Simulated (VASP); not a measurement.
Consider the following.

```
Al3Sc
1.0
    4.06384     0.00000     0.00000
    0.00000     4.06384     0.00000
    0.00000     0.00000     4.06384
Sc Al
1 3
Cartesian
  0.00000   0.00000   0.00000
  0.00000   2.03192   2.03192
  2.03192   0.00000   2.03192
  2.03192   2.03192   0.00000
```

Method: SCAN meta-GGA, VASP's PBE PAW potentials (set 64) (plane waves; VASP). Numerical set-up: 520 eV cut-off, 7×7×7 Γ-centred mesh, first-order Methfessel-Paxton smearing of 0.10 eV, potentials Sc_sv Al.

Q: The ions, cell shape and volume are relaxed. Which structure does the run end with?

A: 
```
Al3Sc
1.0
    4.08429     0.00000     0.00000
    0.00000     4.08429     0.00000
    0.00000     0.00000     4.08429
Sc Al
1 3
Cartesian
  0.00000   0.00000   0.00000
  0.00000   2.04215   2.04215
  2.04215   0.00000   2.04215
  2.04215   2.04215   0.00000
```
Space group Pm-3m (221), at a tolerance of 0.03 Å.

Q: How do energy and volume change from the first to the last step?

A: The energy (σ→0) changes by -1.2 meV/atom and the volume by +1.5 %, in 3 ionic steps.

The compound is Al3Sc in the L1_2 structure. This run relaxes it. Symmetry was kept, so distortions that lower it aren't found.
